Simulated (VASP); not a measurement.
A VASP calculation is set up with these files.

INCAR:
```
SYSTEM  =  TeO2
PREC  =  Accurate; ENCUT  =  520; LREAL  =  .FALSE.
LASPH  =  .TRUE.
EDIFF  =  1E-7; NELM  =  100; ALGO  =  Normal
LMAXMIX  =  4
ISMEAR  =  -5
GGA  =  PS
ISIF  =  2
LWAVE  =  .FALSE.; LCHARG  =  .TRUE.; LORBIT  =  11
NEDOS  =  601
LEFG  =  .TRUE.
```

POSCAR:
```
TeO2
1
    4.7634124889     0.0000000000     0.0000000000
    0.0000000000     4.8671570654     0.0000000000
    0.0000000000     0.0000000000     7.4579893570
Te O
4 8
Direct
  0.7316907314   0.5180262700   0.3766090782
  0.7683092686   0.4819737300   0.8766090782
  0.2316907314   0.9819737300   0.6233909218
  0.2683092686   0.0180262700   0.1233909218
  0.5121275821   0.1341382064   0.9333986721
  0.9878724179   0.8658617936   0.4333986721
  0.0121275821   0.3658617936   0.0666013279
  0.4878724179   0.6341382064   0.5666013279
  0.3985003144   0.2386173472   0.3199304360
  0.1014996856   0.7613826528   0.8199304360
  0.8985003144   0.2613826528   0.6800695640
  0.6014996856   0.7386173472   0.1800695640
```

### KPOINTS
```
Regular mesh
0
Gamma
  5 5 4
```

POTCAR, in this order: Te O (PBE.64 set). Program: vasp_std.

Problem. Translate this PBEsol calculation to Quantum ESPRESSO's pw.x.

Solution. One equivalent input (not run):
```
&CONTROL
  calculation = 'scf'
  pseudo_dir = './pseudo'
  outdir = './out'
  tprnfor = .true.
  tstress = .true.
/
&SYSTEM
  ibrav = 0
  nat = 12
  ntyp = 2
  ecutwfc = 84
  occupations = 'tetrahedra'
  input_dft = 'pbesol'
/
&ELECTRONS
  conv_thr = 7.3e-09
  electron_maxstep = 100
/
ATOMIC_SPECIES
  Te 127.600 Te.upf
  O 15.999 O.upf
CELL_PARAMETERS angstrom
     4.7634125    0.0000000    0.0000000
     0.0000000    4.8671571    0.0000000
     0.0000000    0.0000000    7.4579894
ATOMIC_POSITIONS crystal
  Te   0.7316907  0.5180263  0.3766091
  Te   0.7683093  0.4819737  0.8766091
  Te   0.2316907  0.9819737  0.6233909
  Te   0.2683093  0.0180263  0.1233909
  O    0.5121276  0.1341382  0.9333987
  O    0.9878724  0.8658618  0.4333987
  O    0.0121276  0.3658618  0.0666013
  O    0.4878724  0.6341382  0.5666013
  O    0.3985003  0.2386173  0.3199304
  O    0.1014997  0.7613827  0.8199304
  O    0.8985003  0.2613827  0.6800696
  O    0.6014997  0.7386173  0.1800696
K_POINTS automatic
  5 5 4 0 0 0
```
Limits of the translation: the potentials are each code's own (VASP's PAW set, PseudoDojo norm-conserving files in pw.x), so ENCUT and ecutwfc are chosen apart and not converted; conv_thr bounds pw.x's estimated SCF error, while EDIFF bounds the energy change between steps; the field gradients of LEFG aren't asked of the other code.

The structure comes from a computed database's TeO2 entry (P2_12_12_1); how it stands against other phases isn't given here. It was relaxed first.
